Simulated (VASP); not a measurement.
Here is the system:

```xyz
4
Lattice="1.5459 -2.6776 0.0000 1.5459 2.6776 0.0000 0.0000 0.0000 4.9515" Properties=species:S:1:pos:R:3 pbc="T T T"
Al     1.5459    -0.8925     2.4761
Al     1.5459     0.8925     0.0003
N      1.5459    -0.8925     4.3668
N      1.5459     0.8925     1.8911
```

Computed with LDA (Ceperley-Alder, Perdew-Zunger), VASP's LDA PAW potentials (set 64) (plane waves; VASP). Numerical set-up: 520 eV cut-off, 8×8×5 Γ-centred mesh, Gaussian smearing of 0.010 eV, potentials Al N.

Q: Give the electronic dielectric tensor ε∞ (DFPT, local fields included).

A: 
```
4.41  0.00  0.00
0.00  4.41  0.00
0.00  0.00  4.63
```

Q: Give the Born effective charges.

A: 
| atom | Z*xx | Z*yy | Z*zz | mean |
|---|---|---|---|---|
| Al1 | 2.51 | 2.51 | 2.67 | 2.56 |
| Al2 | 2.51 | 2.51 | 2.67 | 2.56 |
| N3 | -2.51 | -2.51 | -2.67 | -2.56 |
| N4 | -2.51 | -2.51 | -2.67 | -2.56 |

The compound is AlN in the wurtzite structure. It was relaxed first.
